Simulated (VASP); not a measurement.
The system is LaLuN2.

```xyz
8
Lattice="3.5751 0.0000 0.0000 -1.7876 3.0961 0.0000 0.0000 0.0000 11.4710" Properties=species:S:1:pos:R:3 pbc="T T T"
La    0.0000    2.0641    2.8678
La    1.7876    1.0320    8.6032
Lu    0.0000    0.0000    5.7355
Lu    0.0000    0.0000    0.0000
N     0.0000    2.0641   10.2100
N     1.7876    1.0320    1.2610
N     1.7876    1.0320    4.4745
N     0.0000    2.0641    6.9965
```

The cell was built by a generator and needn't be a form met in nature.

```yaml
Program: VASP 6.6.1
Task: relaxation of cell and atoms
Functional: PBE
Potentials_or_basis: VASP PAW PBE potentials, release 64 (La, Lu, N)
Cutoff: 520 eV
k_mesh: 10 × 10 × 4
Occupations: gaussian, width 0.1 eV
Spin: no spin polarisation
```

At the start: pressure -1.7 GPa; volume 15.87 Å³/atom.

Where does the relaxation end?

Over 30 steps the energy falls by 29.5 meV/atom and the volume is 15.61 Å³/atom (-1.6 %); space group P6_3/mmc (No. 194, to 0.05 Å).

Step by step:
```tsv
step	energy change (eV)	largest force (eV/Å)	pressure (GPa)	volume (Å³)
1	0.0000	0.4882	-1.73	126.97
2	-0.2230	0.2491	1.26	123.72
3	-0.2230	0.2479	1.35	123.71
4	-0.2310	0.0606	-1.04	125.82
5	-0.2334	0.1197	-0.82	125.13
6	-0.2331	0.1402	-0.30	124.89
7	-0.2332	0.1365	0.06	124.95
8	-0.2333	0.1277	-0.04	125.04
9	-0.2333	0.1249	-0.27	125.08
10	-0.2360	0.0107	0.09	124.85
11	-0.2360	0.0103	0.08	124.85
12	-0.2360	0.0001	0.11	124.96
13	-0.2352	0.0305	1.01	125.31
14	-0.2298	0.0989	-1.20	126.01
15	-0.2340	0.0550	-0.99	125.54
16	-0.2348	0.0420	-0.72	125.40
17	-0.2350	0.0379	-0.54	125.35
18	-0.2351	0.0357	-0.50	125.33
19	-0.2352	0.0345	-0.53	125.32
20	-0.2353	0.0335	-0.42	125.27
21	-0.2357	0.0312	-0.07	125.11
22	-0.2358	0.0304	-0.18	125.06
23	-0.2359	0.0288	-0.02	124.95
24	-0.2359	0.0284	-0.07	124.91
25	-0.2359	0.0268	0.13	124.84
26	-0.2359	0.0279	0.08	124.88
27	-0.2359	0.0287	-0.01	124.89
28	-0.2359	0.0251	0.06	124.89
29	-0.2360	0.0171	-0.01	124.89
30	-0.2360	0.0003	0.07	124.90
```

Final structure:
```
La Lu N
1.0
     3.48873    0.00000    0.00000
    -1.74437    3.02133    0.00000
     0.00000    0.00000   11.84925
La Lu N
2 2 4
Direct
  0.33333 0.66667 0.25000
  0.66667 0.33333 0.75000
  0.00000 0.00000 0.50000
  0.00000 0.00000 0.00000
  0.33333 0.66667 0.88659
  0.66667 0.33333 0.11341
  0.66667 0.33333 0.38659
  0.33333 0.66667 0.61341
```
